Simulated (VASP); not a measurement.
Input of a VASP 6.6.1 run:

Contents of INCAR:

```
PREC = Accurate ; ENCUT = 500
EDIFF = 1E-7 ; ISMEAR = 0
SIGMA = 0.02 ; LREAL = F
LASPH = T ; NELM = 100
ALGO = Normal ; ISIF = 2
LWAVE = F ; LCHARG = F
GGA = PE
```

File KPOINTS:

```
Automatic mesh
0
Gamma
  4 4 4
```

Contents of POSCAR:

```
NbTe
1.0
    3.7029743866      0.0000000000      0.0000000000
   -1.8514871933      3.2068698884      0.0000000000
    0.0000000000      0.0000000000      3.6942110000
Te Nb
1 1
Direct
    0.6666666667      0.3333333333      0.0000000000
    0.0000000000      0.0000000000      0.5000000000
```

Potentials or basis: VASP PAW PBE potentials, release 64 (Te_GW, Nb_sv_GW).

The run is started by

```sh
$ cat potpaw_PBE.64/Te_GW/POTCAR potpaw_PBE.64/Nb_sv_GW/POTCAR > POTCAR
$ mpirun -np 1 vasp_std > vasp.out
```

**Question.** Predict the pressure.

**Answer.** -1.5 GPa.

**Question.** Predict the band gap on the k mesh.

**Answer.** None (metal or under the smearing width).

Stress tensor (GPa, compression positive):
```
-0.38  0.00  0.00
 0.00 -0.38  0.00
 0.00  0.00 -3.63
```

Caveat: the k mesh is coarse (spacing up to 0.49 Å⁻¹), so the values aren't converged. The run has no spin-orbit coupling, so splittings on Te are missing.
